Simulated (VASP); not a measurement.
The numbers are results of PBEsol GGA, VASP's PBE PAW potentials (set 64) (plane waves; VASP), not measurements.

The input files of a VASP run:

File POSCAR:
```
Co
1.0
  0.0000000000   2.4105865913   2.4105865913
  2.4105865913   0.0000000000   2.4105865913
  2.4105865913   2.4105865913   0.0000000000
Co
2
Cartesian
  3.6158798870   3.6158798870   3.6158798870
  2.4105865913   2.4105865913   2.4105865913
```

File KPOINTS:
```
k-points along high-symmetry lines
15
Line-mode
Reciprocal
  0.000000   0.000000   0.000000 ! GAMMA
  0.500000   0.000000   0.500000 ! X

  0.500000   0.000000   0.500000 ! X
  0.625000   0.250000   0.625000 ! U

  0.375000   0.375000   0.750000 ! K
  0.000000   0.000000   0.000000 ! GAMMA

  0.000000   0.000000   0.000000 ! GAMMA
  0.500000   0.500000   0.500000 ! L

  0.500000   0.500000   0.500000 ! L
  0.500000   0.250000   0.750000 ! W

  0.500000   0.250000   0.750000 ! W
  0.500000   0.000000   0.500000 ! X
```

**INCAR**
```
! general
SYSTEM  = Co
PREC    = Accurate
ENCUT   = 400
LREAL   = .FALSE.
LASPH   = .TRUE.   ! aspherical one-centre terms
ICHARG  = 11

! electronic loop
EDIFF   = 1E-7
NELM    = 100   ! most electronic steps
ALGO    = Normal
LMAXMIX = 4   ! l cut-off of mixed one-centre charges

! smearing
ISMEAR  = 0   ! Gaussian
SIGMA   = 0.05

! functional
GGA     = PS   ! PBEsol

! output
LWAVE   = .FALSE.
LCHARG  = .FALSE.
LORBIT  = 11
```

POTCAR, in this order: Co (PBE.64 set). Program: vasp_std. Read from the step before: CHGCAR.

Output of the run:

OUTCAR:
```
 ion  position               nearest neighbor table
   1  0.750  0.750  0.750-   2 2.09   2 2.09   2 2.09   2 2.09
   2  0.500  0.500  0.500-   1 2.09   1 2.09   1 2.09   1 2.09
  LATTYP: Found a face centered cubic cell.
 ALAT       =     4.8211731826
 Subroutine PRICEL returns:
 Original cell was already a primitive cell.
 Subroutine GETGRP returns: Found 48 space group operations
The static configuration has the point symmetry T_d .
 The point group associated with its full space group is O_h .
The dynamic configuration has the point symmetry T_d .
 Subroutine INISYM returns: Found 48 space group operations
   k-points           NKPTS =     90   k-points in BZ     NKDIM =     90   number of bands    NBANDS=     13
   number of dos      NEDOS =    301   number of ions     NIONS =      2
   total plane-waves  NPLWV =  13824
   dimension x,y,z NGX =    24 NGY =   24 NGZ =   24
   dimension x,y,z NGXF=    48 NGYF=   48 NGZF=   48
   ions per type =               2
   PREC   = accura    normal or accurate (medium, high low for compatibility)
   ISTART =      0    job   : 0-new  1-cont  2-samecut
   ICHARG =     11    charge: 1-file 2-atom 10-const
   ISPIN  =      1    spin polarized calculation?
   LNONCOLLINEAR =      F non collinear calculations
   LSORBIT =      F    spin-orbit coupling
   INIWAV =      1    electr: 0-lowe 1-rand  2-diag
...
```

### OSZICAR
```
       N       E                     dE             d eps       ncg     rms          rms(c)
DAV:   1     0.843999575709E+02    0.84400E+02   -0.76466E+03  2340   0.151E+03
DAV:   2    -0.100039786773E+02   -0.94404E+02   -0.86450E+02  2340   0.271E+02
DAV:   3    -0.127827767052E+02   -0.27788E+01   -0.26740E+01  2693   0.634E+01
DAV:   4    -0.128240917370E+02   -0.41315E-01   -0.41260E-01  3142   0.664E+00
DAV:   5    -0.128249537712E+02   -0.86203E-03   -0.86192E-03  2786   0.841E-01
DAV:   6    -0.128250134750E+02   -0.59704E-04   -0.59703E-04  3435   0.157E-01
DAV:   7    -0.128250138398E+02   -0.36474E-06   -0.36523E-06  2694   0.152E-02
DAV:   8    -0.128250138445E+02   -0.47412E-08   -0.44543E-08  1905   0.199E-03
   1 F= -.12825014E+02 E0= -.12821440E+02  d E =-.714839E-02
```

File OUTCAR:
```
 val. band max:        7.0615642867   @ k =   0.1071   0.1071   0.2143

 cond. band min:       7.0746465839   @ k =   0.5000   0.3929   0.6071



 k-point     1 :       0.0000    0.0000    0.0000
  band No.  band energies     occupation
      1      -0.3899      2.00000
      2       3.5688      2.00000
      3       3.5688      2.00000
      4       3.7618      2.00000
      5       3.7618      2.00000
      6       3.7618      2.00000
      7       5.7069      2.00000
      8       5.7069      2.00000
      9       5.7069      2.00000
     10       7.1749      0.00366
     11       7.1749      0.00366
     12      20.7123      0.00000
     13      20.7182      0.00000

 k-point     2 :       0.0357    0.0000    0.0357
  band No.  band energies     occupation
      1      -0.3545      2.00000
      2       3.5028      2.00000
      3       3.5804      2.00000
      4       3.7645      2.00000
      5       3.7645      2.00000
      6       3.8302      2.00000
      7       5.6698      2.00000
      8       5.7148      2.00000
      9       5.7148      2.00000
     10       7.1642      0.00924
     11       7.1850      0.00141
     12      19.8578      0.00000
     13      19.8578      0.00000

 k-point     3 :       0.0714    0.0000    0.0714
  band No.  band energies     occupation
      1      -0.2487      2.00000
      2       3.3898      2.00000
      3       3.6153      2.00000
      4       3.7724      2.00000
      5       3.7724      2.00000
      6       3.9508      2.00000
      7       5.5640      2.00000
      8       5.7389      2.00000
      9       5.7389      2.00000
     10       7.1322      0.08971
     11       7.2114      0.00008
     12      18.9259      0.00000
     13      18.9259      0.00000

 k-point     4 :       0.1071    0.0000    0.1071
  band No.  band energies     occupation
      1      -0.0733      2.00000
      2       3.2729      2.00000
      3       3.6729      2.00000
      4       3.7842      2.00000
...
```

The density is held fixed in this step, so its total energy and stress have no physical meaning.

The structure was generated: Co was put into the diamond type (Fd-3m), which need not be its known phase. It was relaxed first. The run is not spin-polarised, so no magnetic state was tried.
